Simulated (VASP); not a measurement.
# What goes wrong when Gallium is relaxed with a bad input, part 2 of 2

Aim: see how common mistakes in a VASP relaxation show up, on Gallium. The starting structure is a measured crystal structure from the Crystallography Open Database.

VASP 6.6.1.

Results so far: reference 19.07 Å³ an atom.

**5. Relaxation with the cell held fixed (ISIF = 2)**

Level of this step: PBEsol; plane waves and PAW (Ga_d) (VASP).

A slip made on purpose: the cell held fixed (ISIF = 2). Against step 2 the input has ISIF = 2 (also changed: NELM).

Contents of INCAR:

```
SYSTEM = Ga
PREC = Accurate
ENCUT = 450
EDIFF = 1E-06
NELM = 60
ISMEAR = 1
SIGMA = 0.15
LREAL = .FALSE.
ALGO = Normal
GGA = PS
NBANDS = 32
LORBIT = 11
LWAVE = .FALSE.
LCHARG = .FALSE.
KPAR = 4
IBRION = 2
NSW = 50
ISIF = 2
EDIFFG = -0.01
```

Contents of POSCAR:

```
Ga
1.0
    2.2615000000     -3.8305000000      0.0000000000
    2.2615000000      3.8305000000      0.0000000000
    0.0000000000      0.0000000000      4.5240000000
Ga
4
Direct
    0.3451000000      0.6549000000      0.4190000000
    0.1549000000      0.8451000000      0.9190000000
    0.6549000000      0.3451000000      0.5810000000
    0.8451000000      0.1549000000      0.0810000000
```

Contents of KPOINTS:

```
Automatic mesh
0
Gamma
10 10 8
0 0 0
```

The projector-augmented-wave data sets are Ga_d (PBE family, release 64).

Command:

```sh
$ mpirun -np 4 vasp_std
```

The program printed:

```text
[... set-up lines as in an earlier step ...]
 entering main loop
       N       E                     dE             d eps       ncg     rms          rms(c)
[... 12 cycles as in an earlier step ...]
   1 F= -.13385528E+02 E0= -.13385514E+02  d E =-.133855E+02
[...]
2 F= -.13388030E+02 E0= -.13388069E+02  d E =-.250286E-02
[...]
3 F= -.13388364E+02 E0= -.13388408E+02  d E =-.283673E-02
[...]
4 F= -.13388385E+02 E0= -.13388426E+02  d E =-.209608E-04
[...]
trial-energy change:   -0.000021  1 .order   -0.000019   -0.000022   -0.000017
 step:   4.4185(harm=  5.1253)  dis= 0.00211  next Energy=   -13.388415 (dE=-0.504E-04)
 reached required accuracy - stopping structural energy minimisation
```

The job ended after 2.7 min (4 MPI ranks of AMD EPYC 7R43, shared host; peak memory 1.2 GiB; 11 min of CPU time).

From OUTCAR (step 5):

```text
  Total       -0.6447528     -0.9037995     -0.8763741      0.0000000      0.0000000      0.0000000
  in kB      -13.1795069    -18.4747270    -17.9141190      0.0000000      0.0000000      0.0000000
  external PRESSURE =     -16.5227843 kB  Pullay stress =       0.0000000 kB

 POSITION                                       TOTAL-FORCE (eV/Angst)
 -----------------------------------------------------------------------------------
      2.26150      1.19647      1.89229         0.000000     -0.001685     -0.007723
      2.26150      2.63403      4.15429         0.000000      0.001685     -0.007723
      2.26150     -1.19647      2.63171         0.000000      0.001685      0.007723
      2.26150     -2.63403      0.36971         0.000000     -0.001685      0.007723
 -----------------------------------------------------------------------------------
    total drift:                               -0.000000      0.000000      0.000000

  FREE ENERGIE OF THE ION-ELECTRON SYSTEM (eV)
  ---------------------------------------------------
  free  energy   TOTEN  =       -13.3883852668 eV

  energy  without entropy=      -13.3885086165  energy(sigma->0) =      -13.38842638

[... 2 parts as in an earlier step ...]

[... 2 further parts left out ...]
[key lines of the parts left out:]
E-fermi :   4.8167
```

With the cell held fixed (ISIF = 2) the cell ends at 19.595 Å³ an atom, +2.75 % from the reference.

**6. Relaxation with too few ionic steps**

A slip made on purpose: too few ionic steps. Against step 2 the input has NSW = 2 (also changed: NELM).

INCAR, as its differences from that of step 5:

```diff
@@ -16,4 +16,4 @@
 IBRION = 2
-NSW = 50
-ISIF = 2
+NSW = 2
+ISIF = 3
 EDIFFG = -0.01
```

POSCAR is that of step 5.

KPOINTS is that of step 5.

Command:

```sh
$ mpirun -np 4 vasp_std
```

The program printed:

```text
[... set-up lines as in an earlier step ...]
 entering main loop
       N       E                     dE             d eps       ncg     rms          rms(c)
[... 12 cycles as in an earlier step ...]
   1 F= -.13385528E+02 E0= -.13385514E+02  d E =-.133855E+02
[...]
N       E                     dE             d eps       ncg     rms          rms(c)
[... 8 cycles as in an earlier step ...]
   2 F= -.13399885E+02 E0= -.13399860E+02  d E =-.143573E-01
 trial-energy change:   -0.014357  1 .order   -0.014596   -0.028715   -0.000476
 step:   1.0178(harm=  1.0169)  dis= 0.00661  next Energy=   -13.399889 (dE=-0.144E-01)
```

The job ended after 2.1 min (4 MPI ranks; peak memory 1.2 GiB).

From OUTCAR (step 6):

```text
  Total        0.0966365     -0.0751065     -0.0279244      0.0000000     -0.0000000      0.0000000
  in kB        2.0351702     -1.5817482     -0.5880893      0.0000000     -0.0000000      0.0000000
  external PRESSURE =      -0.0448891 kB  Pullay stress =       0.0000000 kB

 POSITION                                       TOTAL-FORCE (eV/Angst)
 -----------------------------------------------------------------------------------
      2.23980      1.18348      1.87113         0.000000      0.012493     -0.018741
      2.23980      2.61588      4.10610         0.000000     -0.012493     -0.018741
      2.23980     -1.18348      2.59882         0.000000     -0.012493      0.018741
      2.23980     -2.61588      0.36384         0.000000      0.012493      0.018741
 -----------------------------------------------------------------------------------
    total drift:                                0.000000      0.000000      0.000000

  FREE ENERGIE OF THE ION-ELECTRON SYSTEM (eV)
  ---------------------------------------------------
  free  energy   TOTEN  =       -13.3998848924 eV

  energy  without entropy=      -13.3998109414  energy(sigma->0) =      -13.39986024

[... 1 part as in an earlier step ...]

[... 2 further parts left out ...]
[key lines of the parts left out:]
E-fermi :   5.0820
```

The relaxation used up its 2 ionic steps (NSW) before forces and stress met EDIFFG.

**7. The runs compared**

```csv
run,ended,volume (Å³/atom),change (%),pressure left (GPa),core minutes
reference,converged,19.071,-,-0.02,28.4
a smearing far too wide,cut off by time,-,-,-,27.2
too few electronic steps,stopped by VASP,-,-,-,2.0
the cell held fixed (ISIF = 2),converged,19.595,2.75,-1.65,10.6
too few ionic steps,not converged,-,-,-,8.27
```

Core minutes are wall time times ranks, summed over the relaxations behind a row (those for a bulk modulus apart), on shared hosts.

**8. Results**

```yaml
volume_of_the_reference: 19.07 Å³/atom
volume_against_the_reference_the_cell_held_fixed: +2.75 %
run_with_a_smearing_far_too_wide: cut off by time
run_with_too_few_electronic_steps: stopped by VASP
run_with_too_few_ionic_steps: not converged
```

VASP stopped by itself in the run with too few electronic steps. The run with too few ionic steps didn't converge. The run with a smearing far too wide was cut off by time, so it gives no result to compare. Finished, but with signs in the output that stand out against the reference: the cell held fixed (ISIF = 2), with the volume kept at the input's, +2.7 % from the reference (signs: a stress of up to 1.8 GPa). Further runs on this material are not shown.

[Lines on the potential files, build, host, timing and source positions are cut from VASP's logs without a mark.]

[Logs are printed without paths, hosts, clocks, repeated set-up lines and the standing remarks that a program may print on its own settings, such as how far it seeks lower states.]

[Hosts, paths, dates, database ids (printed as entryN), source tags and the programs' standing remarks are cut or masked in the printed files.]
